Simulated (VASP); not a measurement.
Input:

```
CELL_PARAMETERS angstrom
      0.00000     3.27937     3.27937
      3.27937     0.00000     3.27937
      3.27937     3.27937     0.00000
ATOMIC_POSITIONS crystal
  Na 0.00000 0.00000 0.00000
  I  0.50000 0.50000 0.50000
```

All values below come from optB86b-vdW, VASP's PBE PAW potentials (set 64) (plane waves; VASP 6.6.1). Run with 520 eV cut-off, 7×7×7 Γ-centred mesh, Gaussian smearing of 0.050 eV, potentials Na_pv I.

Unless said otherwise, spin-orbit coupling is left out, though it shifts the bands of the heavy elements here.

### Question
What does the run give for the energy per atom (σ→0), band gap (on the k-mesh) with the smallest direct gap where there is one?

### Answer

band gap (on the k-mesh): 3.55 eV
smallest direct gap (on the k-mesh): 3.55 eV
energy per atom (σ→0): -0.689 eV/atom

The compound is NaI in the rock salt structure. This cell is one point of a volume scan, at 1.06 of the reference volume.
